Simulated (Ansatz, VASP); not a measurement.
# Mo2SeS3 in two plane-wave programs, part 2 of 2

Wanted: the spread between two codes on one cell, functional and k mesh. The cell is generated by rule, not measured, and may not be a known phase. The cell is taken from a series of runs on this material, whose earlier steps may have relaxed, scaled, displaced or heated it; both programs get it as it stands. Other levels of theory on this material are compared in a session of their own.

VASP 6.6.1 and Ansatz 0.2.0.

So far. Step 2 (VASP: single point, PBEsol, spin-orbit coupling): The run ends at a pressure of 4.23 GPa, with forces up to 0.043 eV/Å.

The structure was built from a prototype and need not be the compound's stable phase.

## 3. Ansatz: single point, PBEsol, spin-orbit coupling

Level of this step: Ansatz beside VASP: Kohn-Sham DFT, plane waves, PBEsol, spin-orbit coupling (Ansatz).

Ansatz runs on its PAW fully relativistic soft_1 files.

The same cell, functional, mesh and smearing now go to Ansatz, which takes its cutoff from its data sets.

input.yaml reads:

```yaml
crystal:
  lattice:
    - [3.1444730757, 0.0, 0.0]
    - [-1.5722365378, 2.7231935651, 0.0]
    - [0.0, 0.0, 11.7798069796]
  atoms:
    - { symbol: Mo, position: [0.3333333333, 0.6666666667, 0.244121805] }
    - { symbol: S, position: [0.6666666667, 0.3333333333, 0.375572156] }
    - { symbol: S, position: [0.6666666667, 0.3333333333, 0.1123964636] }
    - { symbol: Mo, position: [0.0, 0.0, 0.7569898928] }
    - { symbol: S, position: [0.3333333333, 0.6666666667, 0.8873050472] }
    - { symbol: Se, position: [0.3333333333, 0.6666666667, 0.6116433664] }
kpoints:
  mp_grid: { grid: [12, 12, 2] }
  band_path:
    path:
      - [0.0, 0.0, 0.0]
      - [0.5, 0.0, 0.0]
      - [0.33333333, 0.33333333, 0.0]
      - [0.0, 0.0, 0.5]
      - [0.5, 0.0, 0.5]
      - [0.33333333, 0.33333333, 0.5]
      - [0.199999998, 0.199999998, 0.0]
    npoints: 1
hamiltonian:
  xc: pbesol
  pseudopotentials: { kind: paw_fr, azcp: { folder: soft_1 }, xc_functional: pbe }
scf:
  occupations: { method: fermi_dirac, width: 0.02 }
  n_extra_bands: 12
magnetization:
  noncollinear: true
  spin_orbit: true
output:
  eigenvalues: true
  forces: true
  stress: true
  write_density: true
  write_potential: true
  elf: true
  volumetric_format: npy
```

The run is started by

```bash
ansatz run input.yaml --threads 2 --pin off --max-ram 92160MiB --backend cuda --events-out ev --progress --plain --runs-dir out --devices 1 --max-vram 13GiB
```

Numbers of over 12 decimals in the logs are rounded to 6 here.

The log of the run:

```text
scf.n_extra_bands = 12 over 62 filled bands (N_el = 62.0): the run solves 74 bands
GPUs: using 1 of 1 available (devices: 1).
Engine: ansatz 0.2.0, x86_64-unknown-linux-gnu
Pseudopotentials: kind: paw_fr
Pseudopotential: Mo, paw, valence charge 14, recommended cutoff 420 eV (normal), soft_1/Mo.paw.azcp
Pseudopotential: S, paw, valence charge 6, recommended cutoff 420 eV (normal), soft_1/S.paw.azcp
Pseudopotential: Se, paw, valence charge 16, recommended cutoff 420 eV (normal), soft_1/Se.paw.azcp
Functional definition: PBEsol
  exchange = pbesol_x
  correlation = pbesol_c
non-collinear run that drives no moment, with spin-orbit: no starting moment large enough to seed its density (crystal.atoms[].spin), no starting occupations that ask for one, no magnetisation constraint and no magnetic field, so the semilocal B_xc is pinned to zero
device memory: the entry about to start is reckoned to put 4.2 GiB on a device that reports 63.6 GiB free (of which the cap on the GPU budget leaves the run 13.0 GiB)
GPU FFT provider: cuFFT
GPU libraries: cuBLAS 13.8.2, cuFFT 12.4.0, cuSOLVER 12.3.4
Crystal: 6 atoms, lattice volume = 100.871 Å³
Basis set: ecut = 420 eV, 1971 PW (Γ), exchange–correlation on 48×48×160 points (8 copies of the dense FFT grid, shifted against one another)
Bands: 74, of which v1, the nominal top of the filled ones, is band 62 counted from 1 (61 counted from 0)
Symmetry: 6 space group operations + 6 with time reversal
Magnetic group: BNS 156.50 (UNI 1280), of the structure as read, at distance tolerance 4.7e-5 Å
k-points: 38 of 288 (time reversal used)
Projection manifold: j_resolved (fully-relativistic pseudo-atomic orbitals)
Non-local potential: Mo, projectors of the file, resolved by j, l = 0: 3, l = 1: 4, l = 2: 4, l = 3: 2
Non-local potential: S, projectors of the file, resolved by j, l = 0: 2, l = 1: 4, l = 2: 2
Non-local potential: Se, projectors of the file, resolved by j, l = 0: 2, l = 1: 4, l = 2: 6, l = 3: 2
PAW form: soft (Blöchl's): semilocal exchange-correlation on the pseudo side does not see the compensation charge
PAW frozen core: Mo, regenerated for the run's functional, and the local potential with it (the file was generated under x = pbe(κ = 0.804, μ = 0.219515), c = pbe(β = 0.066725))
PAW frozen core: S, regenerated for the run's functional, and the local potential with it (the file was generated under x = pbe(κ = 0.804, μ = 0.219515), c = pbe(β = 0.066725))
PAW frozen core: Se, regenerated for the run's functional, and the local potential with it (the file was generated under x = pbe(κ = 0.804, μ = 0.219515), c = pbe(β = 0.066725))
PAW one-centre angular grid: Mo, 590 points (default); XC on 64 Gauss nodes
PAW one-centre angular grid: S, 110 points (default); XC on 64 Gauss nodes
PAW one-centre angular grid: Se, 590 points (default); XC on 64 Gauss nodes
Initial density: superposition of atomic densities (chi_scale 0.1, normalization cell, long waves kept (reshape's long-wave potential 0.26 eV rms))
Initial wavefunctions: pseudopotential atomic-orbital guess
GPU buffer pool allocated for 46080 grid points (all kernels)
GPU transforms: local potential and band sums: pruned to the plane-wave sphere, on 24×24×80
Functional: x = pbesol(κ = 0.804, μ = 0.123457), c = pbesol(β = 0.046)
SCF iter   1: F=—  HF=-17883.466807 eV  |F-HF|=—  |Δ(HF+E_count)|=         —  Δρ=5.74e-2  dr2=7.02e0  dr2_m=0.00e0 (ungated)  ethr=3.10e-3  |M|=0.00e0 ∫|m|=0.00e0 μB  |m|>n=0.0e0 m-floor=0.0e0 τ_xc=0.0e0  β_m=0.30  ⟨swp⟩=7.7  Hψ=14312  notcnv=0
preconditioner: auto → Resta (q_TF=auto, 2.516 Å⁻¹)  ε∞=8.3  [insulator: Δε(μ)=0.344 eV  Ē_g=8.195 eV  σ=0.020 eV  W_gap=1.00  n_scr=26 (ndim 8)  ℏωp=22.2 eV  f_vac=0.000  D(μ)=0.00/eV (n_scr^D=0)  ε∞_Penn≈8.3]
spin=Noncollinear: Resta preconditioning applied to the charge; magnetization (m_x, m_y, m_z) channels mix plain (no charge-response kernel on spin).
SCF iter   2: F=—  HF=-17882.504087 eV  |F-HF|=—  |Δ(HF+E_count)|=   9.63e-1  Δρ=3.89e-2  dr2=3.02e0  dr2_m=0.00e0 (ungated)  ethr=3.10e-3  |M|=0.00e0 ∫|m|=0.00e0 μB  |m|>n=0.0e0 m-floor=0.0e0 τ_xc=0.0e0  β_m=0.56  ⟨swp⟩=3.1  Hψ=4462  notcnv=0  defer=188
SCF iter   3: F=—  HF=-17881.714347 eV  |F-HF|=—  |Δ(HF+E_count)|=   7.90e-1  Δρ=1.20e-2  dr2=2.05e-1  dr2_m=0.00e0 (ungated)  ethr=3.10e-3  |M|=0.00e0 ∫|m|=0.00e0 μB  |m|>n=0.0e0 m-floor=0.0e0 τ_xc=0.0e0  β_m=0.61  ⟨swp⟩=3.0  Hψ=4278  notcnv=0  defer=188
SCF iter   4: F=—  HF=-17881.664353 eV  |F-HF|=—  |Δ(HF+E_count)|=   5.00e-2  Δρ=4.15e-3  dr2=2.94e-2  dr2_m=0.00e0 (ungated)  ethr=3.31e-4  |M|=0.00e0 ∫|m|=0.00e0 μB  |m|>n=0.0e0 m-floor=0.0e0 τ_xc=0.0e0  β_m=0.68  ⟨swp⟩=3.1  Hψ=4778  notcnv=0  defer=192
SCF iter   5: F=—  HF=-17881.661727 eV  |F-HF|=—  |Δ(HF+E_count)|=   2.63e-3  Δρ=1.96e-3  dr2=7.11e-3  dr2_m=0.00e0 (ungated)  ethr=4.74e-5  |M|=0.00e0 ∫|m|=0.00e0 μB  |m|>n=0.0e0 m-floor=0.0e0 τ_xc=0.0e0  β_m=0.76  ⟨swp⟩=3.3  Hψ=4079  notcnv=0  defer=192
SCF iter   6: F=—  HF=-17881.661662 eV  |F-HF|=—  |Δ(HF+E_count)|=   6.49e-5  Δρ=7.18e-4  dr2=8.53e-4  dr2_m=0.00e0 (ungated)  ethr=1.15e-5  |M|=0.00e0 ∫|m|=0.00e0 μB  |m|>n=0.0e0 m-floor=0.0e0 τ_xc=0.0e0  β_m=0.84  ⟨swp⟩=2.2  Hψ=3966  notcnv=0  defer=192
SCF iter   7: F=—  HF=-17881.661704 eV  |F-HF|=—  |Δ(HF+E_count)|=   4.24e-5  Δρ=4.27e-4  dr2=4.76e-4  dr2_m=0.00e0 (ungated)  ethr=1.38e-6  |M|=0.00e0 ∫|m|=0.00e0 μB  |m|>n=0.0e0 m-floor=0.0e0 τ_xc=0.0e0  β_m=0.75  ⟨swp⟩=2.6  Hψ=4361  notcnv=0  defer=192
SCF iter   8: F=—  HF=-17881.661710 eV  |F-HF|=—  |Δ(HF+E_count)|=   5.44e-6  Δρ=9.78e-5  dr2=1.97e-5  dr2_m=0.00e0 (ungated)  ethr=7.68e-7  |M|=0.00e0 ∫|m|=0.00e0 μB  |m|>n=0.0e0 m-floor=0.0e0 τ_xc=0.0e0  β_m=0.76  ⟨swp⟩=2.0  Hψ=3535  notcnv=0  defer=192
SCF iter   9: F=—  HF=-17881.661741 eV  |F-HF|=—  |Δ(HF+E_count)|=   3.12e-5  Δρ=3.28e-5  dr2=1.14e-6  dr2_m=0.00e0 (ungated)  ethr=3.17e-8  |M|=0.00e0 ∫|m|=0.00e0 μB  |m|>n=0.0e0 m-floor=0.0e0 τ_xc=0.0e0  β_m=0.88  ⟨swp⟩=2.1  Hψ=4679  notcnv=0  defer=192
SCF iter  10: F=—  HF=-17881.661742 eV  |F-HF|=—  |Δ(HF+E_count)|=   1.24e-6  Δρ=1.14e-5  dr2=2.20e-7  dr2_m=0.00e0 (ungated)  ethr=1.85e-9  |M|=0.00e0 ∫|m|=0.00e0 μB  |m|>n=0.0e0 m-floor=0.0e0 τ_xc=0.0e0  β_m=0.87  ⟨swp⟩=2.0  Hψ=4820  notcnv=0  defer=192
SCF iter  11: F=-17881.661742 eV  HF=-17881.661742 eV  |F-HF|=7.76e-9  |Δ(HF+E_count)|=   5.79e-8  Δρ=3.14e-6  dr2=1.42e-8  dr2_m=0.00e0 (ungated)  ethr=1.61e-10  |M|=0.00e0 ∫|m|=0.00e0 μB  |m|>n=0.0e0 m-floor=0.0e0 τ_xc=0.0e0  ⟨swp⟩=17.9  Hψ=26886  notcnv=0
SCF 1 converged in 11 iterations: F = -17881.661742 eV  dr2 = 1.42e-8
  greatest PAW one-centre occupation: 0.999 electrons in one spin orbital (limit 2), on the Se atom at site 5 (counted from 0), in its partial waves of l = 2
device memory: the entry about to start is reckoned to put 2.6 GiB on a device that reports 52.3 GiB free (of which the cap on the GPU budget leaves the run 13.0 GiB)
NSCF: frozen V_eff on 7 k-points
SCF converged after 11 iterations
Magnetization: |M| = 0.0000 μB,  M = (+0.0000, +0.0000, +0.0000) μB
Absolute magnetization: 0.0000 μB (∫|m|)
  site 0: m = (+0.0000, +0.0000, +0.0000) μB, |m| = 0.0000 μB  (R = 0.98 Å)
  site 1: m = (+0.0000, +0.0000, +0.0000) μB, |m| = 0.0000 μB  (R = 0.98 Å)
  site 2: m = (+0.0000, +0.0000, +0.0000) μB, |m| = 0.0000 μB  (R = 0.99 Å)
  site 3: m = (+0.0000, +0.0000, +0.0000) μB, |m| = 0.0000 μB  (R = 0.98 Å)
  site 4: m = (+0.0000, +0.0000, +0.0000) μB, |m| = 0.0000 μB  (R = 0.98 Å)
  site 5: m = (+0.0000, +0.0000, +0.0000) μB, |m| = 0.0000 μB  (R = 1.03 Å)
Free energy (F): -17881.661742 eV
Harris-Foulkes:  -17881.661742 eV  (|F-HF|=7.76e-9)
Internal energy: -17881.661742 eV  (E = F + TS)
E sigma→0 (E₀):  -17881.661742 eV
Entropy (-TS):   -0.000000 eV (-0.000 meV/atom)
Fermi energy:    13.257287 eV
--- Per-component energies (eV) ---
  E_band       = -568.462111
  E_kinetic    = 1279.774550
  E_local      = -6610.708402  (includes V_loc(G=0)·N_el)
  E_nonlocal   = 51.738279
  E_hartree    = 3016.290143
  E_xc         = -702.763170
  E_vxc        = -781.525769  (∫ρ·V_xc dr)
  E_paw        = -10174.270654  (= ΣΔE_a)
  E_vpaw       = -540.323929  (= ΣTr[D̂ρ^β])
  E_aug_tail   = -0.000277  (compensation charges beyond the density's cutoff)
  E_ewald      = -4743.341228
  E_core_change = 1.619017  (= ΣΔE_core)
  E_smearing   = -0.000000  (= −TS)
  E_closure    = 0.000000  (closes the sum)
  Σ components = -17881.661742   (vs F -17881.661742, Δ=0.00e0)
--- Forces (eV/Å), atoms counted from 1 ---
  atom   1  Mo     0.00000000    -0.00000000     0.00206692
  atom   2  S      0.00000000     0.00000000    -0.01253360
  atom   3  S      0.00000000     0.00000000     0.01346492
  atom   4  Mo    -0.00000000    -0.00000000    -0.00260377
  atom   5  S      0.00000000     0.00000000    -0.01155492
  atom   6  Se     0.00000000     0.00000000     0.01125013
  max |Σ_I F_I| component: 8.97e-5 eV/Å
--- Stress (GPa, compression-positive) ---
        4.099148      -0.000000      -0.000000
        0.000000       4.099148       0.000000
       -0.000000       0.000000       4.216741
  P = ⅓ Tr σ = 4.1383 GPa (41.383 kbar)
--- Band table (eV; the first three rows and the last of 38) ---
  k-point 0: bands = [... 58 lower, 12.0901, 12.0901, 13.0493, 13.0493, 14.6737, 14.6737, 14.7551, 14.7551, ... 8 higher]
  k-point 1: bands = [... 58 lower, 12.5413, 12.5413, 12.9603, 12.9603, 14.6846, 14.6846, 14.7627, 14.7627, ... 8 higher]
  k-point 2: bands = [... 58 lower, 12.1252, 12.1681, 12.7728, 12.7767, 14.6189, 14.6298, 14.8073, 14.8184, ... 8 higher]
  k-point 37: bands = [... 58 lower, 11.8095, 11.9532, 12.2564, 12.4221, 13.6605, 13.6620, 14.1221, 14.1295, ... 8 higher]
```

## 4. Comparison

Known differences besides the potentials themselves: spin-orbit coupling enters by fully relativistic files in Ansatz and inside the spheres in VASP; the data sets hold 62 valence electrons in Ansatz (on its PAW fully relativistic soft_1 files) and 52 in VASP; the cutoff is 420 eV in Ansatz and 500 eV in VASP; Ansatz makes its cores anew for this functional, VASP keeps those of its PBE data sets. Total energies have different zeros and are not compared.

Both answers:

```
              quantity  Ansatz   VASP  difference
        pressure (GPa)    4.14   4.23       -0.09
gap on the k mesh (eV)   0.446  0.465      -0.019
```

At this near-relaxed geometry the largest component of a force difference is 49 meV/Å. A gap on the mesh is an upper bound, since the band edges may lie between its points.

## 5. Results

```
r.m.s. force difference (single point, PBEsol, spin-orbit coupling) : 16 meV/Å
```

**Reading.** The r.m.s. force difference is 16 meV/Å (single point, PBEsol, spin-orbit coupling), beyond the 12 meV/Å picked in this series as the mark of a large difference. The data sets hold unlike numbers of valence electrons (62 in Ansatz and 52 in VASP), so part of the differences comes from the potentials. What causes the difference of the single point, PBEsol, spin-orbit coupling pair stays open here. 5 further runs of this series are not shown here. How closely two codes agree says nothing of how well the functional describes the real material.

[Lines on the potential files, build, host, timing and source positions are cut from VASP's logs without a mark.]

[Logs are printed without paths, hosts, clocks, repeated set-up lines and the standing remarks that a program may print on its own settings, such as how far it seeks lower states.]

[Hosts, paths, dates, database ids (printed as entryN), source tags and the programs' standing remarks are cut or masked in the printed files.]
